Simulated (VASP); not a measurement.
An input for Ansatz (written as the equivalent of a VASP run, and not itself run):

Ansatz 0.2 input:
```yaml
crystal:
  lattice:
    - [3.6212220, 0.0000000, 0.0000000]
    - [-1.8106110, 3.1360700, 0.0000000]
    - [0.0000000, 0.0000000, 11.6513050]
  atoms:
    - { symbol: Y, position: [0.0016900, -0.0026250, -0.0008030] }
    - { symbol: Y, position: [-0.0016960, 0.0002940, 0.4998380] }
    - { symbol: Y, position: [0.3274900, 0.6618990, 0.2511630] }
    - { symbol: Y, position: [0.6725150, 0.3404320, 0.7498020] }
kpoints:
  mp_grid: { grid: [7, 7, 2] }
hamiltonian:
  xc: pbe
  pseudopotentials: { kind: paw }
scf:
  occupations: { method: methfessel_paxton, width: 0.1 }
  max_iter: 100
output: { forces: true, stress: true, eigenvalues: true }
```

Translate this input to VASP (INCAR, KPOINTS, POSCAR, choice of POTCAR).

One answer among several that fit: 
KPOINTS:
```
Automatic mesh
0
Gamma
7 7 2
0 0 0
```

### POSCAR
```
Y
1
    3.6212220000     0.0000000000     0.0000000000
   -1.8106110000     3.1360700000     0.0000000000
    0.0000000000     0.0000000000    11.6513050000
Y
4
Direct
  0.0016900000  -0.0026250000  -0.0008030000
 -0.0016960000   0.0002940000   0.4998380000
  0.3274900000   0.6618990000   0.2511630000
  0.6725150000   0.3404320000   0.7498020000
```

**INCAR**
```
ALGO  =  Normal
EDIFF  =  1E-6
ENCUT  =  300
GGA  =  PE
ISIF  =  2
ISMEAR  =  1
LASPH  =  .True.
LCHARG  =  .False.
LMAXMIX  =  4
LREAL  =  .False.
LWAVE  =  .False.
NELM  =  100
PREC  =  Accurate
SIGMA  =  0.1
SYSTEM  =  Y
```

POTCAR, in this order: Y_sv (PBE.64 set). Program: vasp_std.

What does not carry over: each code has its own PAW files, so the cut-off isn't converted (ENCUT is set for VASP's; basis.ecutwfc is left out, and Ansatz then takes the one that its files recommend); Ansatz stops its SCF on the density residual and VASP on the energy change (EDIFF).

The structure was generated: Y was put into an ordered model structure, which need not be its known phase. The cell was not relaxed at this level, atoms are displaced from their ideal sites.
